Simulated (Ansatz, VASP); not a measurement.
TaAl5Au: VASP beside Ansatz

The input INCAR:

```
PREC = Accurate
ENCUT = 600
EDIFF = 1E-6
ISMEAR = 0
SIGMA = 0.1
LREAL = False
LASPH = True
NELM = 100
ALGO = Normal
ISIF = 3
LWAVE = False
LCHARG = False
GGA = PE
IBRION = 2
NSW = 100
EDIFFG = -0.01
```

File KPOINTS:

```
regular mesh
0
Gamma
  10 10 6
```

Contents of POSCAR:

```
TaAl5Au
1.0
    4.2353395159      0.0000000000      0.0000000000
    0.0000000000      4.2353395159      0.0000000000
    0.0000000000      0.0000000000      6.7631948276
Ta Al Au
1 5 1
Direct
    0.0000000000      0.0000000000      0.0000000000
    0.0000000000      0.5000000000      0.2719639217
    0.0000000000      0.5000000000      0.7280360783
    0.5000000000      0.0000000000      0.2719639217
    0.5000000000      0.0000000000      0.7280360783
    0.5000000000      0.5000000000      0.0000000000
    0.0000000000      0.0000000000      0.5000000000
```

Input for Ansatz:

```yaml
crystal:
  lattice:
    - [4.2353395159, 0.0, 0.0]
    - [0.0, 4.2353395159, 0.0]
    - [0.0, 0.0, 6.7631948276]
  atoms:
    - { symbol: Ta, position: [0.0, 0.0, 0.0] }
    - { symbol: Al, position: [0.0, 0.5, 0.2719639217] }
    - { symbol: Al, position: [0.0, 0.5, 0.7280360783] }
    - { symbol: Al, position: [0.5, 0.0, 0.2719639217] }
    - { symbol: Al, position: [0.5, 0.0, 0.7280360783] }
    - { symbol: Al, position: [0.5, 0.5, 0.0] }
    - { symbol: Au, position: [0.0, 0.0, 0.5] }
basis:
  ecutwfc: 420
kpoints:
  mp_grid: { grid: [10, 10, 6] }
hamiltonian:
  xc: pbe
scf:
  occupations: { method: gaussian, width: 0.1 }
output:
  forces: true
  stress: true
  eigenvalues: true
  write_density: true
  write_potential: true
  elf: true
  volumetric_format: npy
relax:
  adjacent_minimum: "off"
  f_tol: 0.01
  max_steps: 80
  cell: { stress_tol: 0.05 }
```

Change from the starting cell: species swapped into the TiGa5Co type (P4/mmm, No. 123).

Alike in both runs: task relaxation of cell and atoms; functional PBE; k mesh 10 × 10 × 6; occupations gaussian, width 0.1 eV; no spin polarisation.

|  | VASP | Ansatz |
| --- | --- | --- |
| version | VASP 6.6.1 | Ansatz 0.2.0 |
| potentials or method | VASP PAW PBE potentials, release 64 (Ta_pv, Al, Au) | scalar-relativistic, plane waves, PAW |
| plane-wave cutoff (eV) | 600 | 420 |
| valence electrons in the cell | 37 | 47 |

Ansatz gave:

```
gap on the k mesh at the Fermi level, each at its own relaxed structure (eV) : none
relaxed volume (Å³/atom)                                                     : 17.30
relaxed cell length with the largest relative difference (Å)                 : 7.913
energy change over the relaxation (meV/atom)                                 : -43
```

What did VASP give for the same quantities?

gap on the k mesh at the Fermi level, each at its own relaxed structure (eV): none; relaxed volume (Å³/atom): 17.30; relaxed cell length with the largest relative difference (Å): 7.904; energy change over the relaxation (meV/atom): -43.

A gap of «none» marks a metal or a gap that the smearing closes. The two sets of potentials don't hold the same shells in valence.

Spin-orbit coupling is left out, which matters for the levels of Au, Ta.
